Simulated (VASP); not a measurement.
Consider the following.

```xyz
4
Lattice="1.5913 0.9187 6.0351 -1.5913 0.9187 6.0351 0.0000 -1.8375 6.0351" Properties=species:S:1:pos:R:3 pbc="T T T"
Pd     0.0000     0.0000     9.0526
Au     0.0000     0.0000     0.0000
O      0.0000     0.0000     2.0253
O      0.0000     0.0000    16.0798
```

Method: PBEsol GGA, VASP's PBE PAW potentials (set 64) (plane waves; VASP). Settings: 520 eV cut-off, Gaussian smearing of 0.050 eV, potentials Pd Au O.

Task: Give the energies of bands 6 to 19 at the high-symmetry points, in eV from the Fermi level.

Result: 
```
band      Γ      T     H2      L     S0      F
----  -----  -----  -----  -----  -----  -----
6     -5.88  -6.79  -6.42  -6.26  -6.43  -6.13
7     -4.44  -5.82  -5.84  -5.97  -5.87  -4.92
8     -3.69  -4.68  -5.27  -5.40  -5.26  -4.64
9     -3.69  -4.68  -3.66  -4.81  -3.62  -4.57
10    -3.62  -3.64  -3.48  -3.03  -3.47  -4.03
11    -3.62  -3.64  -3.40  -2.72  -3.44  -3.27
12    -3.37  -3.25  -2.88  -2.66  -2.82  -2.71
13    -3.37  -3.25  -2.79  -2.42  -2.81  -2.64
14    -3.03  -1.91  -2.62  -2.29  -2.63  -2.36
15    -3.03  -1.91  -2.11  -2.17  -2.06  -2.17
16    -2.42  -1.76  -0.78  -0.69  -0.80  -1.24
17     1.30   0.89   0.25  -0.03   0.22   0.22
18     1.30   0.89   0.25   0.71   0.27   1.11
19     1.38   2.88   4.54   2.25   4.93   2.14
```

It has no gap at this level: it comes out as a metal or semimetal.

The structure comes from a computed database's PdAuO2 entry (R-3m); how it stands against other phases isn't given here. It was relaxed first. The electron count is odd and the run is not spin-polarised, which forces a metal.
